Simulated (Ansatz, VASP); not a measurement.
# Cross-check of Al14Ga12N12O21 (amorphous Al2O3 against GaN(10-10), 7.7 A) between VASP and Ansatz, part 2 of 2

Aim: how closely do two programs agree when they are given the same cell, functional and k mesh? Of the first pair: The structure shown is the start of the Ansatz relaxation below; VASP solves that cell, so the two are compared at the walk's first step.

VASP 6.6.1 and Ansatz 0.2.0.

So far: The starting structure; Ansatz: relaxation, PBE.

### Step 3. VASP: single point, PBE, start cell, pair 1

Level of this step: PBE; plane waves and PAW (Ga_d, N, Al, O) (VASP).

The same cell, functional, mesh and smearing now go to VASP, with its own data sets.

Lines of VASP's logs that name or quote its potential files are left out, and so is its time.

The input, INCAR:

```
SYSTEM = Al14Ga12N12O21
PREC = Accurate
ENCUT = 520
EDIFF = 1E-06
NELM = 120
ISMEAR = -1
SIGMA = 0.025
LREAL = Auto
ALGO = Normal
GGA = PE
NBANDS = 480
LORBIT = 11
LWAVE = .FALSE.
LCHARG = .FALSE.
ISIF = 2
LASPH = .TRUE.
GGA_COMPAT = .FALSE.
EFERMI = MIDGAP
NCORE = 4
```

The input, POSCAR:

```
Al14Ga12N12O21
1.0
   10.4600000000      0.0000000000      0.0000000000
    0.0000000000      9.6300000000      0.0000000000
    0.0000000000      0.0000000000     13.5661800000
Ga N Al O
24 24 28 42
Direct
    0.0042829828      0.0369574247      0.3481672807
    0.2518355641      0.0146936656      0.0914185128
    0.0020076482      0.1930218069      0.1499611534
    0.2529158700      0.1977154725      0.2968190014
    0.0039101338      0.3607995846      0.3586418579
    0.2512619503      0.3592419522      0.0984801912
    0.0009177820      0.5298338525      0.1672320432
    0.2560611855      0.5281931464      0.3047431185
    0.9951434034      0.7046832814      0.3705685757
    0.2420458891      0.6949636552      0.1106501609
    0.0035659656      0.8693977155      0.1610991451
    0.2548279159      0.8621910696      0.3041386743
    0.5010803059      0.0441640706      0.3530028350
    0.7503059273      0.0310384216      0.0975219258
    0.5009655832      0.1999584631      0.1536689031
    0.7525143403      0.2118276220      0.2906271331
    0.4990917782      0.3757736241      0.3517276050
    0.7447896750      0.3673208723      0.0873200857
    0.5047323136      0.5350986501      0.1458111274
    0.7550382409      0.5420456906      0.2964209527
    0.5115009560      0.7029179647      0.3664480347
    0.7657934990      0.7021806854      0.0932318457
    0.5027342256      0.8619003115      0.1571334009
    0.7515009560      0.8625649013      0.2988166160
    0.0754971319      0.0276012461      0.1007063153
    0.3136328872      0.0286708204      0.3704211502
    0.0651242830      0.2021495327      0.2857768362
    0.3156214149      0.1865316719      0.1575535633
    0.0647514340      0.3676323988      0.0921187836
    0.3236615679      0.3609449637      0.3499806136
[... 82 atom lines left out ...]
    0.6359942639      0.5972170301      0.8669279045
    0.7422657744      0.2245898235      0.5321099971
    0.3157839388      0.3295223261      0.9730594758
    0.0864722753      0.7336656282      0.5077037162
    0.5103632887      0.3704672897      0.8227002738
    0.6271414914      0.1822222222      0.6893023681
```

The input, KPOINTS:

```
Automatic mesh
0
Gamma
1 1 1
0 0 0
```

The projector-augmented-wave data sets are Ga_d, N, Al and O (PBE family, release 64).

The run is started by

```sh
$ mpirun -np 16 vasp_gam
```

Numbers of over 12 decimals in the logs are rounded to 6 here.

Log:

```text
[banner, memory and clock lines left out]
running   16 mpi-ranks, on    1 nodes
[...]
LDA part: xc-table for (Slater+PW92), standard interpolation
 POSCAR, INCAR and KPOINTS ok, starting setup
[...]
entering main loop
       N       E                     dE             d eps       ncg     rms          rms(c)
DAV:   1     0.186723010044E+05    0.18672E+05   -0.28355E+05   976   0.265E+03
DAV:   2     0.436501566322E+04   -0.14307E+05   -0.13395E+05   960   0.795E+02
DAV:   3    -0.280688582632E+03   -0.46457E+04   -0.42892E+04  1352   0.332E+02
DAV:   4    -0.886041796176E+03   -0.60535E+03   -0.59598E+03  1328   0.129E+02
[...]
DAV:  18    -0.791191924065E+03   -0.54108E-05   -0.13267E-04  1328   0.399E-02    0.105E-02
DAV:  19    -0.791191924899E+03   -0.83429E-06   -0.22443E-05  1312   0.229E-02    0.612E-03
DAV:  20    -0.791191925174E+03   -0.27446E-06   -0.82226E-06  1096   0.132E-02
   1 F= -.79119193E+03 E0= -.79119193E+03  d E =-.925534E-09
```

OUTCAR, selected parts (step 3):

```text
  FREE ENERGIE OF THE ION-ELECTRON SYSTEM (eV)
  ---------------------------------------------------
  free  energy   TOTEN  =      -791.1919251739 eV

  energy  without entropy=     -791.1919251730  energy(sigma->0) =     -791.19192517
```

The run ends at a pressure of 2.06 GPa, with forces up to 0.70 eV/Å.

### Step 4. Differences

Known differences besides the potentials themselves: the cutoff is 420 eV in Ansatz and 520 eV in VASP (PREC = Accurate, projectors in real space). Total energies have different zeros and are not compared.

Forces on 9 of the 118 atoms, those with the largest forces and the largest differences (eV/Å; atoms numbered as in POSCAR):

| atom | Ansatz x, y, z | VASP x, y, z |
| --- | --- | --- |
| Ga1 | -0.115, 0.168, -0.296 | -0.091, 0.159, -0.341 |
| Ga2 | -0.222, 0.281, 0.446 | -0.269, 0.293, 0.461 |
| Ga10 | -0.104, 0.028, 0.651 | -0.101, 0.029, 0.650 |
| Ga11 | -0.076, 0.444, -0.177 | -0.072, 0.465, -0.197 |
| Ga17 | -0.133, -0.038, -0.264 | -0.184, -0.047, -0.296 |
| N32 | 0.036, 0.208, -0.657 | 0.032, 0.216, -0.670 |
| N36 | 0.220, -0.376, -0.260 | 0.227, -0.384, -0.259 |
| N41 | 0.267, 0.311, 0.408 | 0.264, 0.308, 0.380 |
| O79 | -0.059, 0.048, -0.515 | -0.016, 0.036, -0.506 |

The forces differ by 13 meV/Å r.m.s., which is 9.1 % of the r.m.s. force of 0.146 eV/Å (both taken over all components).

### Step 5. Ansatz: relaxation, PBE

This run makes the geometry at which the two programs are then compared. The cell compared in this pair holds 1381.66 Å³, against 1366.52 Å³ for the pair before.

The structure compared here is the end of the Ansatz relaxation.

The input, input.yaml:

```yaml
crystal:
  lattice:
    - [10.46, 0.0, 0.0]
    - [0.0, 9.63, 0.0]
    - [0.0, 0.0, 13.56618]
  atoms:
    - { symbol: Ga, position: [0.00428, 0.03696, 0.34817] }
    - { symbol: "N", position: [0.0755, 0.0276, 0.10071] }
    - { symbol: Ga, position: [0.25184, 0.01469, 0.09142] }
    - { symbol: "N", position: [0.31363, 0.02867, 0.37042] }
    - { symbol: Ga, position: [0.00201, 0.19302, 0.14996] }
    - { symbol: "N", position: [0.06512, 0.20215, 0.28578] }
    - { symbol: Ga, position: [0.25292, 0.19772, 0.29682] }
    - { symbol: "N", position: [0.31562, 0.18653, 0.15755] }
    - { symbol: Ga, position: [0.00391, 0.3608, 0.35864] }
    - { symbol: "N", position: [0.06475, 0.36763, 0.09212] }
    - { symbol: Ga, position: [0.25126, 0.35924, 0.09848] }
    - { symbol: "N", position: [0.32366, 0.36094, 0.34998] }
    - { symbol: Ga, position: [0.00092, 0.52983, 0.16723] }
    - { symbol: "N", position: [0.06612, 0.53655, 0.3047] }
    - { symbol: Ga, position: [0.25606, 0.52819, 0.30474] }
    - { symbol: "N", position: [0.31676, 0.52992, 0.16034] }
    - { symbol: Ga, position: [0.99514, 0.70468, 0.37057] }
    - { symbol: "N", position: [0.06087, 0.69503, 0.09937] }
    - { symbol: Ga, position: [0.24205, 0.69496, 0.11065] }
    - { symbol: "N", position: [0.32183, 0.69734, 0.37348] }
    - { symbol: Ga, position: [0.00357, 0.8694, 0.1611] }
    - { symbol: "N", position: [0.06785, 0.86319, 0.30167] }
    - { symbol: Ga, position: [0.25483, 0.86219, 0.30414] }
    - { symbol: "N", position: [0.31611, 0.85607, 0.16886] }
    - { symbol: Ga, position: [0.50108, 0.04416, 0.353] }
    - { symbol: "N", position: [0.55791, 0.02898, 0.09125] }
    - { symbol: Ga, position: [0.75031, 0.03104, 0.09752] }
    - { symbol: "N", position: [0.80992, 0.03878, 0.34888] }
    - { symbol: Ga, position: [0.50097, 0.19996, 0.15367] }
    - { symbol: "N", position: [0.5669, 0.20827, 0.28972] }
    - { symbol: Ga, position: [0.75251, 0.21183, 0.29063] }
    - { symbol: "N", position: [0.81128, 0.20626, 0.15513] }
    - { symbol: Ga, position: [0.49909, 0.37577, 0.35173] }
    - { symbol: "N", position: [0.55719, 0.36371, 0.07063] }
    - { symbol: Ga, position: [0.74479, 0.36732, 0.08732] }
    - { symbol: "N", position: [0.81522, 0.37392, 0.36537] }
    - { symbol: Ga, position: [0.50473, 0.5351, 0.14581] }
    - { symbol: "N", position: [0.56666, 0.5423, 0.2873] }
    - { symbol: Ga, position: [0.75504, 0.54205, 0.29642] }
    - { symbol: "N", position: [0.81315, 0.53026, 0.15907] }
    - { symbol: Ga, position: [0.5115, 0.70292, 0.36645] }
    - { symbol: "N", position: [0.57617, 0.70414, 0.07782] }
    - { symbol: Ga, position: [0.76579, 0.70218, 0.09323] }
    - { symbol: "N", position: [0.81604, 0.70323, 0.36497] }
    - { symbol: Ga, position: [0.50273, 0.8619, 0.15713] }
    - { symbol: "N", position: [0.56325, 0.86973, 0.2976] }
    - { symbol: Ga, position: [0.7515, 0.86257, 0.29882] }
    - { symbol: "N", position: [0.8154, 0.86439, 0.16525] }
    - { symbol: Al, position: [0.28506, 0.80958, 0.8823] }
    - { symbol: Al, position: [0.48398, 0.54744, 0.80542] }
    - { symbol: Al, position: [0.00195, 0.07064, 0.76221] }
    - { symbol: Al, position: [0.81825, 0.07513, 0.47897] }
    - { symbol: Al, position: [0.08781, 0.48082, 0.56002] }
    - { symbol: Al, position: [0.23594, 0.25601, 0.86093] }
    - { symbol: Al, position: [0.49408, 0.30106, 0.94354] }
    - { symbol: Al, position: [0.07396, 0.4582, 0.78132] }
    - { symbol: Al, position: [0.07366, 0.20007, 0.56765] }
    - { symbol: Al, position: [0.56138, 0.72994, 0.94172] }
    - { symbol: Al, position: [0.85842, 0.55134, 0.6591] }
    - { symbol: Al, position: [0.00247, 0.38658, 0.96657] }
    - { symbol: Al, position: [0.77952, 0.11518, 0.66767] }
    - { symbol: Al, position: [0.76957, 0.4042, 0.49921] }
    - { symbol: Al, position: [0.69984, 0.80227, 0.5886] }
    - { symbol: Al, position: [0.73317, 0.0273, 0.89187] }
    - { symbol: Al, position: [0.79552, 0.54029, 0.88551] }
    - { symbol: Al, position: [0.02067, 0.70536, 0.96342] }
    - { symbol: Al, position: [0.55568, 0.55297, 0.57844] }
    - { symbol: Al, position: [0.4936, 0.02699, 0.95373] }
    - { symbol: Al, position: [0.33746, 0.02927, 0.50826] }
    - { symbol: Al, position: [0.01594, 0.76927, 0.6298] }
    - { symbol: Al, position: [0.30461, 0.42896, 0.66009] }
    - { symbol: Al, position: [0.47692, 0.19954, 0.74919] }
    - { symbol: Al, position: [0.23222, 0.99353, 0.69989] }
    - { symbol: Al, position: [0.43727, 0.85526, 0.67665] }
    - { symbol: Al, position: [0.55999, 0.23653, 0.56611] }
    - { symbol: Al, position: [0.26005, 0.70746, 0.50126] }
    - { symbol: O, position: [0.35202, 0.926, 0.97455] }
    - { symbol: O, position: [0.83125, 0.04088, 0.78602] }
    - { symbol: O, position: [0.8395, 0.00472, 0.98514] }
    - { symbol: O, position: [0.87792, 0.48374, 0.77856] }
    - { symbol: O, position: [0.49761, 0.09782, 0.4931] }
    - { symbol: O, position: [0.25779, 0.42543, 0.78965] }
    - { symbol: O, position: [0.25533, 0.54056, 0.55613] }
    - { symbol: O, position: [0.09421, 0.3342, 0.47419] }
    - { symbol: O, position: [0.0521, 0.59893, 0.68024] }
    - { symbol: O, position: [0.39793, 0.15283, 0.86668] }
    - { symbol: O, position: [0.05636, 0.54311, 0.90744] }
    - { symbol: O, position: [0.41002, 0.03707, 0.68958] }
    - { symbol: O, position: [0.06281, 0.91856, 0.69257] }
    - { symbol: O, position: [0.12672, 0.8185, 0.91272] }
    - { symbol: O, position: [0.94428, 0.17273, 0.65905] }
    - { symbol: O, position: [0.16839, 0.10353, 0.7926] }
    - { symbol: O, position: [0.83044, 0.39643, 0.96611] }
    - { symbol: O, position: [0.61887, 0.16109, 0.9243] }
    - { symbol: O, position: [0.34621, 0.84872, 0.55766] }
    - { symbol: O, position: [0.41887, 0.29521, 0.63825] }
    - { symbol: O, position: [0.40958, 0.67377, 0.88911] }
    - { symbol: O, position: [0.12824, 0.35148, 0.65278] }
    - { symbol: O, position: [0.44247, 0.56271, 0.67757] }
    - { symbol: O, position: [0.84815, 0.73309, 0.63005] }
    - { symbol: O, position: [0.05999, 0.29271, 0.86536] }
    - { symbol: O, position: [0.21072, 0.08925, 0.58196] }
    - { symbol: O, position: [0.60007, 0.89954, 0.89817] }
    - { symbol: O, position: [0.59253, 0.70016, 0.50091] }
    - { symbol: O, position: [0.58959, 0.79244, 0.68349] }
    - { symbol: O, position: [0.75665, 0.97351, 0.57541] }
    - { symbol: O, position: [0.29916, 0.83035, 0.75261] }
    - { symbol: O, position: [0.8469, 0.68802, 0.9608] }
    - { symbol: O, position: [0.91648, 0.48244, 0.54381] }
    - { symbol: O, position: [0.70495, 0.49181, 0.61702] }
    - { symbol: O, position: [0.56513, 0.4026, 0.48836] }
    - { symbol: O, position: [0.98673, 0.08446, 0.48251] }
    - { symbol: O, position: [0.63599, 0.59722, 0.86693] }
    - { symbol: O, position: [0.74227, 0.22459, 0.53211] }
    - { symbol: O, position: [0.31578, 0.32952, 0.97306] }
    - { symbol: O, position: [0.08647, 0.73367, 0.5077] }
    - { symbol: O, position: [0.51036, 0.37047, 0.8227] }
    - { symbol: O, position: [0.62714, 0.18222, 0.6893] }
kpoints:
  mp_grid: { grid: [1, 1, 1] }
hamiltonian:
  xc: pbe
scf:
  occupations: { method: fermi_dirac, width: 0.025 }
output:
  forces: true
relax:
  f_tol: 0.08
  max_steps: 90
  cell: { fix: [a, b, alpha, beta, gamma] }
```

The run is started by

```sh
$ ansatz run input.yaml --threads 4 --pin off --max-ram 8192MiB --backend cpu --events-out ev --progress --plain --runs-dir out
```

Log:

```text
[...]
Crystal: 118 atoms, lattice volume = 1366.519 Å³
Basis set: ecut = 420 eV, 26739 PW (Γ), exchange–correlation on 144×144×192 points (8 copies of the dense FFT grid, shifted against one another)
Bands: 502, of which v1, the nominal top of the filled ones, is band 384 counted from 1 (383 counted from 0)
Symmetry: 1 space group operations
[...]
k-points: 1
[...]
- { symbol: O, position: [0.826839, 0.034252, 0.782717] }
    - { symbol: O, position: [0.836947, 0.013870, 0.980897] }
    - { symbol: O, position: [0.874926, 0.487050, 0.780001] }
    - { symbol: O, position: [0.501244, 0.093501, 0.493364] }
    - { symbol: O, position: [0.257697, 0.426422, 0.789779] }
    - { symbol: O, position: [0.256164, 0.538564, 0.558022] }
    - { symbol: O, position: [0.091085, 0.337714, 0.476541] }
[...]
- { symbol: O, position: [0.319407, 0.326247, 0.971040] }
    - { symbol: O, position: [0.083287, 0.721850, 0.505930] }
    - { symbol: O, position: [0.511339, 0.372305, 0.823504] }
    - { symbol: O, position: [0.625855, 0.179829, 0.688152] }
```

### Step 6. VASP: single point, PBE, relaxed cell, pair 2

The same cell, functional, mesh and smearing now go to VASP, with its own data sets.

INCAR, as its differences from that of step 3:

```diff
@@ -2,3 +2,3 @@
 PREC = Accurate
-ENCUT = 520
+ENCUT = 600
 EDIFF = 1E-06
```

The input, POSCAR:

```
Al14Ga12N12O21
1.0
   10.4600000000      0.0000000000      0.0000000000
    0.0000000000      9.6300000000      0.0000000000
    0.0000000000      0.0000000000     13.7165240000
Ga N Al O
24 24 28 42
Direct
    0.0049700000      0.0406400000      0.3479700000
    0.2530000000      0.0165300000      0.0975200000
    0.0068900000      0.1934700000      0.1505300000
    0.2545800000      0.1997000000      0.2976800000
    0.0056100000      0.3642700000      0.3589300000
    0.2539700000      0.3577600000      0.0965900000
    0.0022800000      0.5301900000      0.1663100000
    0.2575500000      0.5281100000      0.3034500000
    0.9964800000      0.7057200000      0.3666000000
    0.2422700000      0.6968500000      0.1188400000
    0.0037200000      0.8729300000      0.1604500000
    0.2563200000      0.8660800000      0.3064900000
    0.5023400000      0.0463900000      0.3527500000
    0.7528700000      0.0330800000      0.0959700000
    0.5037900000      0.2006900000      0.1543500000
    0.7562600000      0.2127800000      0.2895400000
    0.5001900000      0.3763900000      0.3496400000
    0.7487200000      0.3678900000      0.0899100000
    0.5079100000      0.5356200000      0.1463000000
    0.7578900000      0.5446800000      0.2984200000
    0.5106800000      0.7029800000      0.3655200000
    0.7649900000      0.7028100000      0.0950100000
    0.5081400000      0.8643800000      0.1595100000
    0.7555100000      0.8642000000      0.2992500000
    0.0761700000      0.0282100000      0.1000700000
    0.3156800000      0.0318500000      0.3710300000
    0.0669500000      0.2053000000      0.2867200000
    0.3181600000      0.1882900000      0.1585100000
    0.0670400000      0.3687600000      0.0917300000
    0.3242400000      0.3631600000      0.3501400000
[... 82 atom lines left out ...]
    0.6353100000      0.5996600000      0.8685200000
    0.7444600000      0.2209000000      0.5344300000
    0.3194100000      0.3262500000      0.9710400000
    0.0832900000      0.7218500000      0.5059300000
    0.5113400000      0.3723000000      0.8235000000
    0.6258500000      0.1798300000      0.6881500000
```

KPOINTS is that of step 3.

The run is started by

```sh
$ mpirun -np 16 vasp_gam
```

Log:

```text
[... set-up lines as in an earlier step ...]
 entering main loop
       N       E                     dE             d eps       ncg     rms          rms(c)
DAV:   1     0.201483871847E+05    0.20148E+05   -0.30576E+05   968   0.290E+03
DAV:   2     0.473051445747E+04   -0.15418E+05   -0.14479E+05   960   0.883E+02
DAV:   3    -0.199354596474E+03   -0.49299E+04   -0.45506E+04  1328   0.356E+02
DAV:   4    -0.877145129505E+03   -0.67779E+03   -0.66605E+03  1304   0.138E+02
[...]
DAV:  18    -0.791806852191E+03   -0.70402E-05   -0.96897E-05  1224   0.336E-02    0.720E-03
DAV:  19    -0.791806853131E+03   -0.94036E-06   -0.15862E-05  1136   0.250E-02    0.410E-03
DAV:  20    -0.791806853731E+03   -0.60005E-06   -0.74768E-06   992   0.102E-02
   1 F= -.79180685E+03 E0= -.79180685E+03  d E =-.366798E-11
```

Parts of OUTCAR (step 6):

```text
  FREE ENERGIE OF THE ION-ELECTRON SYSTEM (eV)
  ---------------------------------------------------
  free  energy   TOTEN  =      -791.8068537311 eV

  energy  without entropy=     -791.8068537311  energy(sigma->0) =     -791.80685373

[... 1 further part left out ...]
```

The run ends at a pressure of 0.60 GPa, with forces up to 0.060 eV/Å.

### Step 7. Side by side

What differs besides the data sets and the points named for the pairs above, as far as they apply: the cutoff is 420 eV in Ansatz and 600 eV in VASP (PREC = Accurate, projectors in real space). Total energies have different zeros and are not compared.

The two programs side by side:

| quantity | Ansatz | VASP | difference |
| --- | --- | --- | --- |
| pressure (GPa) | 0.80 | 0.60 | +0.20 |
| gap on the k mesh (eV) | 1.389 | 1.369 | +0.021 |

At this near-relaxed geometry the largest component of a force difference is 49 meV/Å. A gap on the mesh is an upper bound, since the band edges may lie between its points.

### Step 8. Results

```yaml
r_m_s_force_difference_single_point_pbe_start_cell_pair_1: 13 meV/Å
r_m_s_force_difference_single_point_pbe_relaxed_cell_pair_2: 13 meV/Å
```

The r.m.s. force difference is 13 meV/Å (single point, PBE, start cell, pair 1), beyond the 12 meV/Å picked in this series as the mark of a large difference. What causes the difference of the single point, PBE, start cell, pair 1 pair stays open here. What causes the difference of the single point, PBE, relaxed cell, pair 2 pair stays open here. How closely two codes agree says nothing of how well the functional describes the real material.

[Lines on the potential files, build, host, timing and source positions are cut from VASP's logs without a mark.]

[Logs are printed without paths, hosts, clocks, repeated set-up lines and the standing remarks that a program may print on its own settings, such as how far it seeks lower states.]

[Hosts, paths, dates, database ids (printed as entryN), source tags and the programs' standing remarks are cut or masked in the printed files.]
